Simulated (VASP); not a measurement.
Here is the system:

```
CELL_PARAMETERS angstrom
      0.00000     2.87426     2.87426
      2.87426     0.00000     2.87426
      2.87426     2.87426     0.00000
ATOMIC_POSITIONS crystal
  Al 0.25000 0.25000 0.25000
  Al 0.75000 0.75000 0.75000
  Au 0.00000 0.00000 0.00000
```

These are PBEsol GGA, VASP's PBE PAW potentials (set 64) (plane waves; VASP 6.6.1) values and carry that method's errors. Settings: 500 eV cut-off, 9×9×9 Γ-centred mesh, first-order Methfessel-Paxton smearing of 0.10 eV, potentials Al Au.

Energy and stress use the plane-wave basis of the starting cell.

Q: The ions, cell shape and volume at an external pressure of 30.0 GPa are relaxed. What does this cell relax into?

A: 
```
CELL_PARAMETERS angstrom
      0.00000     2.83116     2.83116
      2.83116     0.00000     2.83116
      2.83116     2.83116     0.00000
ATOMIC_POSITIONS crystal
  Al 0.25000 0.25000 0.25000
  Al 0.75000 0.75000 0.75000
  Au 0.00000 0.00000 0.00000
```
Space group Fm-3m (225), at a tolerance of 0.03 Å.

Q: How do energy and volume change from the first to the last step?

A: The energy (σ→0) changes by +108.5 meV/atom and the volume by -4.4 %, in 4 ionic steps.

The compound is AuAl2 in the fluorite structure. This run relaxes it under an external pressure of 30 GPa. Symmetry was kept, so distortions that lower it aren't found. The electron count is odd and the run is not spin-polarised, which forces a metal.
